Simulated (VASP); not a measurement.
Input:

```xyz
2
Lattice="1.7893 -3.0992 0.0000 1.7893 3.0992 0.0000 0.0000 0.0000 5.5899" Properties=species:S:1:pos:R:3 pbc="T T T"
Tb     1.7893     1.0331     1.3975
Tb     1.7893    -1.0331     4.1924
```

These are optB86b-vdW, VASP's PBE PAW potentials (set 64) (plane waves; VASP) values and carry that method's errors. Settings: 520 eV cut-off, 11×11×6 Γ-centred mesh, first-order Methfessel-Paxton smearing of 0.10 eV, potentials Tb_3.

The 4f electrons are frozen in the core of the lanthanide potential, so 4f levels, which can set the real gap, and their magnetism are missing.

Q: What does the run give for the energy per atom (σ→0), band gap (on the k-mesh) with the smallest direct gap where there is one?

A: 
| Property | Value |
|---|---|
| band gap (on the k-mesh) | none (metal, semimetal or under 0.01 eV) |
| energy per atom (σ→0) | -2098 meV/atom |

The compound is Tb in the hcp structure. It was relaxed first. The start is the result of an earlier pass.
